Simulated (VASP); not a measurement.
A VASP calculation is set up with these files.

KPOINTS:
```
Automatic mesh
0
Gamma
7 7 7
0 0 0
```

**POSCAR**
```
Rb
2.7826250
 -1.0000000000   1.0000000000   1.0000000000
  1.0000000000  -1.0000000000   1.0000000000
  1.0000000000   1.0000000000  -1.0000000000
Rb
1
Cartesian
  0.0000000000   0.0000000000   0.0000000000
```

**INCAR**
```
# general
SYSTEM  = Rb
PREC    = Accurate
ENCUT   = 300
LREAL   = .False.
LASPH   = .True.

# electronic loop
EDIFF   = 1E-6   # SCF stop (eV)
NELM    = 100
ALGO    = Normal   # blocked Davidson
LMAXMIX = 4   # l cut-off of mixed one-centre charges

# smearing
ISMEAR  = 0
SIGMA   = 0.1

# functional
GGA     = PE   # PBE

# ions
ISIF    = 2

# output
LWAVE   = .False.
LCHARG  = .False.
```

POTCAR, in this order: Rb_sv (PBE.64 set). Program: vasp_std.

Problem. Write an equivalent input for Quantum ESPRESSO's pw.x.

Solution. One equivalent input (not run):
```
&CONTROL
  calculation = 'scf'
  pseudo_dir = './pseudo'
  outdir = './out'
  tprnfor = .true.
  tstress = .true.
/
&SYSTEM
  ibrav = 0
  nat = 1
  ntyp = 1
  ecutwfc = 46.3
  occupations = 'smearing'
  smearing = 'gaussian'
  degauss = 0.00735
  input_dft = 'pbe'
/
&ELECTRONS
  conv_thr = 7.3e-08
  electron_maxstep = 100
/
ATOMIC_SPECIES
  Rb 85.468 Rb.upf
CELL_PARAMETERS angstrom
    -2.7826250    2.7826250    2.7826250
     2.7826250   -2.7826250    2.7826250
     2.7826250    2.7826250   -2.7826250
ATOMIC_POSITIONS crystal
  Rb   0.0000000  0.0000000  0.0000000
K_POINTS automatic
  7 7 7 0 0 0
```
The two are equivalent in intent, not identical: the potentials are each code's own (VASP's PAW set, PseudoDojo norm-conserving files in pw.x), so ENCUT and ecutwfc are chosen apart and not converted; conv_thr bounds pw.x's estimated SCF error, while EDIFF bounds the energy change between steps.

The structure is a typed Rb crystal. The cell was not relaxed at this level.
